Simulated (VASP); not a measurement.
Shape and ions are relaxed at each volume.

Input:

Tc is modelled in the hexagonal space group P6₃/mmc (No. 194), the hcp (Mg type) structure, Pearson symbol hP2. Cell: a = b = 2.729 Å, c = 4.363 Å, α = β = 90.00°, γ = 120.00°. Tc on 2c has 12 Tc at 2.691–2.729 Å (anticuboctahedral). (Neighbours: up to the widest gap in distance over summed covalent radii, below 1.35, at either atom.)

Level of theory: PBE GGA with D3 dispersion (zero damping), VASP's PBE PAW potentials (set 64) (plane waves; VASP). Run with 520 eV cut-off, 15×15×8 Γ-centred mesh, first-order Methfessel-Paxton smearing of 0.10 eV, potentials Tc_pv.

Give the energy at these volumes per atom, relative to the lowest: 13.22, 13.64, 14.07, 14.49, 14.91 Å³.

56.9, 13.7, 0.0, 11.5, 44.4 meV/atom. A third-order Birch-Murnaghan fit gives B0 = 317 GPa and B0′ = 4.4.

Measured: bulk modulus 303 GPa at 0 K (computed value off by +4.6 %), as given by Vázquez-Parga, Fernández-Martínez, Viñes, J. Chem. Theory Comput. (2023), doi:10.1021/acs.jctc.3c00612, Supporting … [zero-point energy and finite temperature contributions removed].

The compound is Tc in the hcp structure. It was relaxed first.
